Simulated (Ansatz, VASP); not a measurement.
# SiPb3S in VASP and in Ansatz

```
Si S Pb
1.0
     5.50807    0.00000    0.00000
     0.00000    5.50807    0.00000
     0.00000    0.00000    5.50807
Si S Pb
1 1 3
Direct
  0.00000 0.00000 0.00000
  0.50000 0.50000 0.50000
  0.50000 0.50000 0.00000
  0.50000 0.00000 0.50000
  0.00000 0.50000 0.50000
```

The cell comes from a database or a generator and needn't be the stable form of this composition.

Alike in both runs: task single point; functional LDA; k mesh 4 × 4 × 4; occupations gaussian, width 0.05 eV; no spin polarisation.

```csv
,VASP,Ansatz
version,VASP 6.6.1,Ansatz 0.2.0
potentials or method,"VASP PAW LDA potentials, release 64 (Si, S, Pb_d)","scalar-relativistic, plane waves, PAW"
plane-wave cutoff (eV),520,420
valence electrons in the cell,52,52
```

```tsv
	VASP	Ansatz	Ansatz less VASP
gap on the k mesh at the Fermi level (eV)	none	none	-
pressure (GPa)	-3.1	-3.1	-0.01
```

A gap of «none» marks a metal or a gap that the smearing closes.

The runs have no spin-orbit coupling, so splittings on Pb are missing.
